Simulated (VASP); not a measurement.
Computed with PBE GGA, VASP's PBE PAW potentials (set 64) (plane waves; VASP).

A VASP calculation is set up with these files.

**INCAR**
```
! general
SYSTEM  = Na2Te
PREC    = Accurate
ENCUT   = 400
LREAL   = .FALSE.
LASPH   = .TRUE.

! electronic loop
EDIFF   = 1E-6
NELM    = 100
ALGO    = Normal
LMAXMIX = 4

! smearing
ISMEAR  = 0
SIGMA   = 0.05

! functional
GGA     = PE

! ions
IBRION  = 2
NSW     = 40
ISIF    = 3
EDIFFG  = -0.01

! output
LWAVE   = .FALSE.
LCHARG  = .FALSE.
```

File KPOINTS:
```
Automatic mesh
0
Gamma
5 5 3
0 0 0
```

POSCAR:
```
Na2Te
1
    4.2901380000     0.0000000000     0.0000000000
   -2.1450690000     3.7153690000     0.0000000000
    0.0000000000     0.0000000000     6.9208840000
Te Na
1 2
Direct
  0.0000000000   0.0000000000   0.0000000000
  0.3333330000   0.6666670000   0.2520000000
  0.6666670000   0.3333330000   0.7480000000
```

POTCAR, in this order: Te Na_pv (PBE.64 set). Program: vasp_std.

Energy and stress use the plane-wave basis of the starting cell.

Question: Estimate the energy per atom (σ→0), volume per atom.

Answer: 
```json
{
  "energy per atom (σ→0)": "-2.684 eV/atom",
  "volume_per_atom": "38.17 Å³/atom"
}
```

**OSZICAR**
```
...
DAV:   1    -0.805225957079E+01   -0.76709E-03   -0.51609E-01   408   0.625E+00    0.258E-01
DAV:   2    -0.805209981001E+01    0.15976E-03   -0.12426E-02   372   0.109E+00    0.141E-01
DAV:   3    -0.805171124596E+01    0.38856E-03   -0.14335E-03   408   0.473E-01    0.345E-02
DAV:   4    -0.805169140400E+01    0.19842E-04   -0.49053E-05   342   0.887E-02    0.245E-02
DAV:   5    -0.805167867751E+01    0.12726E-04   -0.98722E-06   360   0.369E-02    0.289E-03
DAV:   6    -0.805167995451E+01   -0.12770E-05   -0.56264E-07   174   0.982E-03    0.159E-03
DAV:   7    -0.805168027066E+01   -0.31614E-06   -0.11754E-07   168   0.399E-03
  21 F= -.80516803E+01 E0= -.80516803E+01  d E =-.405662E-03
```

The structure was generated: Na2Te was put into the CdI2 type (P-3m1), which need not be its known phase. This run relaxes it. Symmetry was kept, so distortions that lower it aren't found.
